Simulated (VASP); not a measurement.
# Al2O3 (Corundum): excitons from the Bethe-Salpeter equation, part 2 of 3

What does the electron-hole attraction do to the spectrum of Al2O3 (Corundum)? The cell has space group R-3c. The start is a cell from a database of measured crystal structures.

VASP 6.6.1, plane waves and PAW; the level of theory is named at each step.

So far. Step 2 (Ground state): The cell has a gap of 6.22 eV on mesh and path and a pressure of +2.1 GPa, which holds the misfit of the given cell and coordinates with this functional, and any error of cutoff, mesh and data sets.

## 3. Empty bands

Level of this step: PBE; plane waves and PAW (Al_GW, O_GW) (VASP).

ALGO = Exact makes the empty bands from the converged ground state in one step. LOPTICS writes the k-derivatives of the orbitals (WAVEDER), which give the long-wavelength limit of the screening.

Input file INCAR:

```
SYSTEM = Al2O3
PREC = Accurate
ENCUT = 440
ISMEAR = 0
SIGMA = 0.01
LREAL = .FALSE.
GGA = PE
NBANDS = 200
ALGO = Exact
NELM = 1
LWAVE = .TRUE.
LCHARG = .FALSE.
LOPTICS = .TRUE.
NEDOS = 1000
CSHIFT = 0.1
```

Input file POSCAR:

```
Al2O3
1.0
    2.3802500000      1.3742379782      4.3318666667
   -2.3802500000      1.3742379782      4.3318666667
    0.0000000000     -2.7484759565      4.3318666667
Al O
4 6
Direct
    0.3521600000      0.3521600000      0.3521600000
    0.1478400000      0.1478400000      0.1478400000
    0.6478400000      0.6478400000      0.6478400000
    0.8521600000      0.8521600000      0.8521600000
    0.5566800000      0.9433200000      0.2500000000
    0.2500000000      0.5566800000      0.9433200000
    0.9433200000      0.2500000000      0.5566800000
    0.4433200000      0.0566800000      0.7500000000
    0.7500000000      0.4433200000      0.0566800000
    0.0566800000      0.7500000000      0.4433200000
```

Input file KPOINTS:

```
Automatic mesh
0
Gamma
6 6 6
0 0 0
```

PAW data sets: Al_GW and O_GW (PBE family, release 64).

On the command line:

```
mpirun -np 8 vasp_std
```

Output:

```text
[banner, memory and clock lines left out]
running    8 mpi-ranks, on    1 nodes
 distrk:  each k-point on    8 cores,    1 groups
 distr:  one band on    1 cores,    8 groups

 POSCAR found type information on POSCAR AlO
 POSCAR found :  2 types and      10 ions
 [... a notice as in an earlier step ...]

 LDA part: xc-table for (Slater+PW92), standard interpolation
 found WAVECAR, reading the header
  number of bands has changed, file:    34 present:   200
  trying to continue reading WAVECAR, but it might fail
 POSCAR, INCAR and KPOINTS ok, starting setup
 FFT: planning ... GRIDC
 FFT: planning ... GRID_SOFT
 FFT: planning ... GRID
 reading WAVECAR
 random initialization beyond band           34
 the WAVECAR file was read successfully
 initial charge from wavefunction
 entering main loop
       N       E                     dE             d eps       ncg     rms          rms(c)
DIA:   1    -0.749355728167E+02   -0.74936E+02    0.00000E+00     0   0.000E+00
   1 F= -.74935573E+02 E0= -.74935573E+02  d E =-.315387E-54
 writing wavefunctions
 optical routines
 imaginary and real dielectric function
 recalculating local potential from charge density
 direction            1
 direction            2
 direction            3
```

It took 2.7 min on 8 MPI ranks of AMD EPYC 7R43, shared host; peak memory 3.2 GiB; 18 min of CPU time.

OUTCAR, selected parts (step 3):

```text
 Found     32 irreducible k-points:

   k-points           NKPTS =     32   k-points in BZ     NKDIM =     32   number of bands    NBANDS=    200

   NELECT =      48.0000    total number of electrons

 E-fermi :   5.2578

 k-point     2 :       0.1667    0.0000    0.0000
  band No.  band energies     occupation
    ...
     20       4.2815      2.00000
     21       4.4728      2.00000
     22       4.8089      2.00000
     23       5.0688      2.00000
     24       5.1010      2.00000
     25      12.0000      0.00000
     26      14.8058      0.00000
     27      15.4599      0.00000
     28      16.3768      0.00000
     29      16.3950      0.00000
    ...

 k-point     6 :       0.3333    0.1667   -0.0000
  band No.  band energies     occupation
    ...
     20       3.9174      2.00000
     21       4.3738      2.00000
     22       4.4734      2.00000
     23       4.8674      2.00000
     24       4.9881      2.00000
     25      13.1307      0.00000
     26      15.2872      0.00000
     27      15.5077      0.00000
     28      15.6526      0.00000
     29      15.9573      0.00000
    ...

  Total        1.1773133      1.1773133      0.9171471      0.0000000     -0.0000000      0.0000000
  in kB       22.1866526     22.1866526     17.2837802      0.0000000     -0.0000000      0.0000000
  external PRESSURE =      20.5523618 kB  Pullay stress =       0.0000000 kB

 POSITION                                       TOTAL-FORCE (eV/Angst)
 -----------------------------------------------------------------------------------
      0.00000     -0.00000      4.57653        -0.000000      0.000000     -0.022480
      0.00000     -0.00000      1.92127        -0.000000     -0.000000      0.022480
      0.00000     -0.00000      8.41907        -0.000000     -0.000000      0.022480
      0.00000     -0.00000     11.07433        -0.000000      0.000000     -0.022480
     -0.92030      1.37424      7.58077        -0.025044     -0.000000      0.000000
     -0.72998     -1.48412      7.58077         0.012522     -0.021688      0.000000
      1.65027      0.10988      7.58077         0.012522      0.021688      0.000000
      0.92030     -1.37424      5.41483         0.025044     -0.000000      0.000000
      0.72998      1.48412      5.41483        -0.012522      0.021688      0.000000
     -1.65027     -0.10988      5.41483        -0.012522     -0.021688      0.000000
 -----------------------------------------------------------------------------------
    total drift:                               -0.000000      0.000000     -0.000000

  FREE ENERGIE OF THE ION-ELECTRON SYSTEM (eV)
  ---------------------------------------------------
  free  energy   TOTEN  =       -74.9355728167 eV

  energy  without entropy=      -74.9355728167  energy(sigma->0) =      -74.93557282

 plasma frequency squared (from intraband transitions) (eV^2)
  --------------------------------------------------------------------------------------
       0.000       0.000       0.000
      -0.000       0.000      -0.000
       0.000      -0.000       0.000

[... 13 parts as in an earlier step ...]
```

The gap is read on the k-mesh alone, so it is an upper bound where the band edges lie off the mesh.

This step gave:

* gap on the k-mesh: 6.219 eV
* least direct gap on the k-mesh: 6.219 eV

WAVECAR now holds 200 bands for 48 electrons. Its independent-particle dielectric tensor has xx, yy, zz = 3.3, 3.3, 3.3 on this mesh, which isn't tested for convergence in mesh or bands and lacks local fields.

## 4. G0W0

This step: G0W0 on PBE; plane waves and PAW (Al_GW, O_GW) (VASP 6.6.1).

One pass of GW corrects the levels to first order, with G and W from the starting orbitals. LWAVE keeps the quasiparticle levels in WAVECAR, and the W files hold the screened interaction for the next step.

Input file INCAR:

```
SYSTEM = Al2O3
PREC = Accurate
ENCUT = 440
ISMEAR = 0
SIGMA = 0.01
LREAL = .FALSE.
GGA = PE
NBANDS = 200
ALGO = EVGW0
NELMGW = 1
ENCUTGW = 100
NOMEGA = 48
PRECFOCK = Fast
NBANDSGW = 32
LWAVE = .TRUE.
LCHARG = .FALSE.
```

POSCAR is that of step 3.

KPOINTS is that of step 3.

On the command line:

```
mpirun -np 8 vasp_std
```

Output:

```text
[banner, memory and clock lines left out]
running    8 mpi-ranks, on    1 nodes
 distrk:  each k-point on    8 cores,    1 groups
 distr:  one band on    1 cores,    8 groups

 POSCAR found type information on POSCAR AlO
 POSCAR found :  2 types and      10 ions
 [... a notice as in an earlier step ...]

|                                                                             |
|           W    W    AA    RRRRR   N    N  II  N    N   GGGG   !!!           |
|           W    W   A  A   R    R  NN   N  II  NN   N  G    G  !!!           |
|           W    W  A    A  R    R  N N  N  II  N N  N  G       !!!           |
|           W WW W  AAAAAA  RRRRR   N  N N  II  N  N N  G  GGG   !            |
|           WW  WW  A    A  R   R   N   NN  II  N   NN  G    G                |
|           W    W  A    A  R    R  N    N  II  N    N   GGGG   !!!           |
|                                                                             |
|     The default for ENCUTGWSOFT is different in this version of VASP.       |
|     please manually set ENCUTGWSOFT =100 in the INCAR file.                 |
|                                                                             |

 LDA part: xc-table for (Slater+PW92), standard interpolation
 found WAVECAR, reading the header
 POSCAR, INCAR and KPOINTS ok, starting setup
 FFT: planning ... GRIDC
 FFT: planning ... GRID_SOFT
 FFT: planning ... GRID
 reading WAVECAR
 the WAVECAR file was read successfully
 initial charge from wavefunction
 available memory per node:     93.02 GB, setting MAXMEM to     95251

 The Fermi energy was updated, please check that it is located mid-gap
 values below the HOMO (VB) or above the LUMO (CB) will cause erroneous energies
 E-fermi :   8.2602

 calculate exact exchange contribution
 the WAVEDER file was read successfully
energies w=
    0.000    0.000    0.864    0.000    1.725    0.000    2.579    0.000
    3.424    0.000    4.256    0.000    5.074    0.000    5.878    0.000
    6.668    0.000    7.442    0.000    8.203    0.000    8.951    0.000
    9.688    0.000   10.417    0.000   11.139    0.000   11.858    0.000
   12.574    0.000   13.293    0.000   14.016    0.000   14.747    0.000
   15.490    0.000   16.248    0.000   17.027    0.000   17.831    0.000
   18.665    0.000   19.537    0.000   20.453    0.000   21.422    0.000
   22.455    0.000   23.564    0.000   24.763    0.000   26.070    0.000
   27.509    0.000   29.106    0.000   30.900    0.000   32.936    0.000
   35.275    0.000   38.001    0.000   41.228    0.000   45.119    0.000
   49.910    0.000   55.961    0.000   63.850    0.000   74.556    0.000
   89.900    0.000  113.670    0.000  155.290    0.000  246.487    0.000
 responsefunction array rank=     208
 LDA part: xc-table for (Slater+PW92), standard interpolation

 min. memory requirement per mpi rank    546.9 MB, per node   4375.1 MB

 allocating   6 responsefunctions rank=   208
 shmem allocating  48 responsefunctions rank=   208
 response function shared by NCSHMEM nodes    1
 Doing            6  frequencies on each core in blocks of           48
NQ=   1    0.0000    0.0000    0.0000,
|.........|.........|.........|.........|.........|.........|.........|.........
 performed       2234000 updates of chi_q(r,r)
 total number of BLAS operations        665.82 Gflops
NQ=   2    0.1667    0.0000    0.0000,
|.........|.........|.........|.........|.........|.........|.........|.........
 performed       6209000 updates of chi_q(r,r)
 total number of BLAS operations       1801.80 Gflops
NQ=   3    0.3333   -0.0000   -0.0000,
|.........|.........|.........|.........|.........|.........|.........|.........
 performed      10184000 updates of chi_q(r,r)
 total number of BLAS operations       3011.05 Gflops
NQ=   4    0.5000   -0.0000   -0.0000,
|.........|.........|.........|.........|.........|.........|.........|.........
 performed      13135000 updates of chi_q(r,r)
 total number of BLAS operations       3881.38 Gflops
NQ=   5    0.1667    0.1667    0.0000,
|.........|.........|.........|.........|.........|.........|.........|.........
 performed      17110000 updates of chi_q(r,r)
 total number of BLAS operations       5017.36 Gflops
NQ=   6    0.3333    0.1667   -0.0000,
|.........|.........|.........|.........|.........|.........|.........|.........
 performed      21699000 updates of chi_q(r,r)
 total number of BLAS operations       6356.81 Gflops
NQ=   7    0.5000    0.1667    0.0000,
|.........|.........|.........|.........|.........|.........|.........|.........
 performed      26288000 updates of chi_q(r,r)
 total number of BLAS operations       7710.33 Gflops
NQ=   8   -0.3333    0.1667    0.0000,
|.........|.........|.........|.........|.........|.........|.........|.........
 performed      30877000 updates of chi_q(r,r)
 total number of BLAS operations       9135.26 Gflops
NQ=   9   -0.1667    0.1667    0.0000,
|.........|.........|.........|.........|.........|.........|.........|.........
 performed      34852000 updates of chi_q(r,r)
 total number of BLAS operations      10332.14 Gflops
NQ=  10    0.3333    0.3333   -0.0000,
|.........|.........|.........|.........|.........|.........|.........|.........
 performed      38827000 updates of chi_q(r,r)
 total number of BLAS operations      11492.28 Gflops
NQ=  11    0.5000    0.3333    0.0000,
|.........|.........|.........|.........|.........|.........|.........|.........
 performed      43416000 updates of chi_q(r,r)
 total number of BLAS operations      12874.15 Gflops
NQ=  12   -0.3333    0.3333    0.0000,
|.........|.........|.........|.........|.........|.........|.........|.........
 performed      47391000 updates of chi_q(r,r)
 total number of BLAS operations      14146.20 Gflops
NQ=  13    0.5000    0.5000   -0.0000,
|.........|.........|.........|.........|.........|.........|.........|.........
 performed      50342000 updates of chi_q(r,r)
 total number of BLAS operations      15109.56 Gflops
NQ=  14    0.1667    0.1667    0.1667,
|.........|.........|.........|.........|.........|.........|.........|.........
 performed      52934000 updates of chi_q(r,r)
 total number of BLAS operations      15858.35 Gflops
NQ=  15    0.3333    0.1667    0.1667,
|.........|.........|.........|.........|.........|.........|.........|.........
 performed      56909000 updates of chi_q(r,r)
 total number of BLAS operations      16994.32 Gflops
NQ=  16    0.5000    0.1667    0.1667,
|.........|.........|.........|.........|.........|.........|.........|.........
 performed      60884000 updates of chi_q(r,r)
 total number of BLAS operations      18216.00 Gflops
NQ=  17   -0.3333    0.1667    0.1667,
|.........|.........|.........|.........|.........|.........|.........|.........
 performed      64859000 updates of chi_q(r,r)
 total number of BLAS operations      19339.99 Gflops
NQ=  18   -0.1667    0.1667    0.1667,
|.........|.........|.........|.........|.........|.........|.........|.........
 performed      68834000 updates of chi_q(r,r)
 total number of BLAS operations      20524.56 Gflops
NQ=  19    0.3333    0.3333    0.1667,
|.........|.........|.........|.........|.........|.........|.........|.........
 performed      72809000 updates of chi_q(r,r)
 total number of BLAS operations      21684.70 Gflops
NQ=  20    0.5000    0.3333    0.1667,
|.........|.........|.........|.........|.........|.........|.........|.........
 performed      77398000 updates of chi_q(r,r)
 total number of BLAS operations      23066.57 Gflops
NQ=  21   -0.3333    0.3333    0.1667,
|.........|.........|.........|.........|.........|.........|.........|.........
 performed      81987000 updates of chi_q(r,r)
 total number of BLAS operations      24406.02 Gflops
NQ=  22   -0.1667    0.3333    0.1667,
|.........|.........|.........|.........|.........|.........|.........|.........
 performed      86576000 updates of chi_q(r,r)
 total number of BLAS operations      25816.53 Gflops
NQ=  23    0.5000    0.5000    0.1667,
|.........|.........|.........|.........|.........|.........|.........|.........
 performed      90551000 updates of chi_q(r,r)
 total number of BLAS operations      27013.40 Gflops
NQ=  24   -0.3333    0.5000    0.1667,
|.........|.........|.........|.........|.........|.........|.........|.........
 performed      95140000 updates of chi_q(r,r)
 total number of BLAS operations      28409.55 Gflops
NQ=  25   -0.1667    0.5000    0.1667,
|.........|.........|.........|.........|.........|.........|.........|.........
 performed      99115000 updates of chi_q(r,r)
 total number of BLAS operations      29557.58 Gflops
NQ=  26   -0.3333   -0.3333    0.1667,
|.........|.........|.........|.........|.........|.........|.........|.........
 performed     103090000 updates of chi_q(r,r)
 total number of BLAS operations      30804.32 Gflops
NQ=  27    0.3333    0.3333    0.3333,
|.........|.........|.........|.........|.........|.........|.........|.........
 performed     105682000 updates of chi_q(r,r)
 total number of BLAS operations      31553.11 Gflops
NQ=  28    0.5000    0.3333    0.3333,
|.........|.........|.........|.........|.........|.........|.........|.........
 performed     109657000 updates of chi_q(r,r)
 total number of BLAS operations      32749.98 Gflops
NQ=  29   -0.3333    0.3333    0.3333,
|.........|.........|.........|.........|.........|.........|.........|.........
 performed     113632000 updates of chi_q(r,r)
 total number of BLAS operations      33910.13 Gflops
NQ=  30    0.5000    0.5000    0.3333,
|.........|.........|.........|.........|.........|.........|.........|.........
 performed     117607000 updates of chi_q(r,r)
 total number of BLAS operations      35082.45 Gflops
NQ=  31   -0.3333    0.5000    0.3333,
|.........|.........|.........|.........|.........|.........|.........|.........
 performed     121582000 updates of chi_q(r,r)
 total number of BLAS operations      36279.33 Gflops
NQ=  32    0.5000    0.5000    0.5000,
|.........|.........|.........|.........|.........|.........|.........|.........
 performed     123816000 updates of chi_q(r,r)
 total number of BLAS operations      37037.87 Gflops
 resolving degeneracies of screened two electron integrals

 calculate QP shifts <psi_nk| G(iteration)W_0 |psi_nk>: iteration 1
 writing wavefunctions
 entering main loop
```

Wall time 46 min (8 MPI ranks); peak memory 3.9 GiB; 5.4 h of CPU time.

From OUTCAR (step 4):

```text
 Found     32 irreducible k-points:

   k-points           NKPTS =     32   k-points in BZ     NKDIM =    216   number of bands    NBANDS=    200

   NELECT =      48.0000    total number of electrons

 E-fermi :   8.2602

 QP shifts <psi_nk| G(iteration)W_0 |psi_nk>: iteration 1
 for sc-GW calculations column KS-energies equals QP-energies in previous step
 and V_xc(KS)=  KS-energies - (<T + V_ion + V_H > + <T+V_H+V_ion>^1  + <V_x>^1)
 k-point   1 :       0.0000    0.0000    0.0000
  band No.  KS-energies  QP-energies   sigma(KS)   V_xc(KS)     V^pw_x(r,r')   Z            occupation Imag(sigma)
    ...
     21       4.6612       3.4126     -21.0240     -19.4678     -25.3995       0.8024       2.0000       0.0931
     22       5.1072       4.0231     -21.5320     -20.1897     -25.7638       0.8076       2.0000       0.0850
     23       5.1072       4.0231     -21.5320     -20.1897     -25.7638       0.8076       2.0000       0.0850
     24       5.1505       4.0945     -21.4356     -20.1283     -25.6221       0.8078       2.0000       0.0844
     25      11.3698      12.7420     -12.2293     -13.8413      -8.6371       0.8512       0.0000      -0.0668
     26      14.2962      15.6549      -9.9802     -11.5725      -5.9596       0.8533       0.0000      -0.0778
     27      15.8941      17.8224     -10.6391     -12.9271      -6.5790       0.8428       0.0000      -0.0822
     28      16.6755      18.3522     -10.4822     -12.4671      -6.2027       0.8447       0.0000      -0.0865
    ...

 k-point   2 :       0.1667    0.0000    0.0000
  band No.  KS-energies  QP-energies   sigma(KS)   V_xc(KS)     V^pw_x(r,r')   Z            occupation Imag(sigma)
    ...
     21       4.4728       3.1913     -20.8255     -19.2273     -25.1872       0.8019       2.0000       0.0942
     22       4.8089       3.6339     -21.1163     -19.6565     -25.3806       0.8049       2.0000       0.0890
     23       5.0688       3.9657     -21.4689     -20.1015     -25.7184       0.8067       2.0000       0.0859
     24       5.1010       4.0175     -21.4092     -20.0669     -25.6312       0.8072       2.0000       0.0857
     25      12.0000      13.4710     -12.6928     -14.4283      -9.1593       0.8476       0.0000      -0.0685
     26      14.8058      16.2591     -10.3664     -12.0785      -6.3524       0.8489       0.0000      -0.0795
     27      15.4599      17.2612     -10.6927     -12.8245      -6.6634       0.8450       0.0000      -0.0803
     28      16.3768      18.0478     -10.9847     -12.9803      -6.9404       0.8374       0.0000      -0.0877
    ...

 k-point   3 :       0.3333   -0.0000   -0.0000
  band No.  KS-energies  QP-energies   sigma(KS)   V_xc(KS)     V^pw_x(r,r')   Z            occupation Imag(sigma)
    ...
     21       4.3107       3.0483     -20.8963     -19.3237     -25.2221       0.8027       2.0000       0.0931
     22       4.6061       3.3716     -20.9926     -19.4556     -25.3212       0.8032       2.0000       0.0918
     23       4.9238       3.7607     -21.2304     -19.7859     -25.5163       0.8052       2.0000       0.0885
     24       4.9681       3.8357     -21.2684     -19.8634     -25.5271       0.8060       2.0000       0.0877
     25      13.3142      14.9706     -13.0333     -15.0043      -9.3972       0.8404       0.0000      -0.0739
     26      14.9522      16.5827     -10.4524     -12.3752      -6.4493       0.8480       0.0000      -0.0786
     27      15.3136      16.8816     -10.3860     -12.2381      -6.3757       0.8466       0.0000      -0.0807
     28      15.6784      17.4994     -12.0293     -14.2073      -7.9635       0.8361       0.0000      -0.0863
    ...

[... 8 parts as in an earlier step ...]

[... 5 further parts left out ...]
```

This step gave:

| Item | Value |
| --- | --- |
| quasiparticle gap on the mesh | 8.648 eV |
| smallest direct quasiparticle gap on the mesh | 8.648 eV |
| gap of the starting orbitals on the mesh | 6.219 eV |

GW takes the gap from 6.219 to 8.648 eV. The value holds for 200 bands, ENCUTGW = 100 eV and this mesh, and isn't shown to be converged in them.

(Continued in part 3 of 3.)

[Lines on the potential files, build, host, timing and source positions are cut from VASP's logs without a mark.]

[Logs are printed without paths, hosts, clocks, repeated set-up lines and the standing remarks that a program may print on its own settings, such as how far it seeks lower states.]

[Hosts, paths, dates, database ids (printed as entryN), source tags and the programs' standing remarks are cut or masked in the printed files.]

[Pressures printed for these runs are not shown converged in the cutoff: they can be off by several GPa and have the wrong sign.]
